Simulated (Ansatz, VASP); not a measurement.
# One calculation of Si3Sn, two programs

File INCAR:

```
SYSTEM = Si3Sn
ALGO     = Normal         ! electronic algorithm
EDIFF    = 1E-6           ! SCF threshold, eV
EDIFFG   = -0.01          ! ionic threshold
ENCUT    = 600            ! plane-wave cutoff, eV
GGA      = PE             ! functional
IBRION   = 2              ! ionic algorithm
ISIF     = 3              ! what is computed and relaxed
ISMEAR   = 0              ! smearing method
LASPH    = .True.         ! aspherical terms in the spheres
LCHARG   = .False.        ! write CHGCAR
LREAL    = .False.        ! projectors in reciprocal space
LWAVE    = .False.        ! write WAVECAR
NELM     = 60             ! most SCF steps
NSW      = 100            ! ionic steps
PREC     = Accurate       ! precision mode
SIGMA    = 0.1            ! smearing width, eV
```

Contents of KPOINTS:

```
k-points
0
Gamma
  12 12 12
  0 0 0
```

File POSCAR:

```
Si3Sn
1.0
    4.2266898500      0.0000000000      0.0000000000
    0.0000000000      4.2266898500      0.0000000000
    0.0000000000      0.0000000000      4.2266898500
Si Sn
3 1
Direct
    0.5000000000      0.0000000000      0.0000000000
    0.0000000000      0.5000000000      0.0000000000
    0.0000000000      0.0000000000      0.5000000000
    0.5000000000      0.5000000000      0.5000000000
```

Input for Ansatz:

```yaml
crystal:
  lattice:
    - [4.22668985, 0.0, 0.0]
    - [0.0, 4.22668985, 0.0]
    - [0.0, 0.0, 4.22668985]
  atoms:
    - { symbol: Si, position: [0.5, 0.0, 0.0] }
    - { symbol: Si, position: [0.0, 0.5, 0.0] }
    - { symbol: Si, position: [0.0, 0.0, 0.5] }
    - { symbol: Sn, position: [0.5, 0.5, 0.5] }
basis:
  ecutwfc: 420
kpoints:
  mp_grid: { grid: [12, 12, 12] }
hamiltonian:
  xc: pbe
scf:
  occupations: { method: gaussian, width: 0.1 }
output:
  forces: true
  stress: true
  eigenvalues: true
  write_density: true
  write_potential: true
  elf: true
  volumetric_format: npy
relax:
  adjacent_minimum: "off"
  f_tol: 0.01
  max_steps: 80
  cell: { stress_tol: 0.05 }
```

Change from the starting cell: species swapped into the TaRu3 type (Pm-3m, No. 221).

Alike in both runs: task relaxation of cell and atoms; functional PBE; k mesh 12 × 12 × 12; occupations gaussian, width 0.1 eV; no spin polarisation.

```csv
,VASP,Ansatz
version,VASP 6.6.1,Ansatz 0.2.0
potentials or method,"VASP PAW PBE potentials, release 64 (Si, Sn_d)","scalar-relativistic, plane waves, PAW"
plane-wave cutoff (eV),600,420
valence electrons in the cell,26,26
```

```tsv
	VASP	Ansatz	Ansatz less VASP
gap on the k mesh at the Fermi level, each at its own relaxed structure (eV)	none	none	-
relaxed volume (Å³/atom)	18.57	18.57	+0.002
relaxed cell length with the largest relative difference (Å)	4.204	4.204	+0.0002
energy change over the relaxation (meV/atom)	-1	-1	0.0
```

A gap of «none» marks a metal or a gap that the smearing closes.
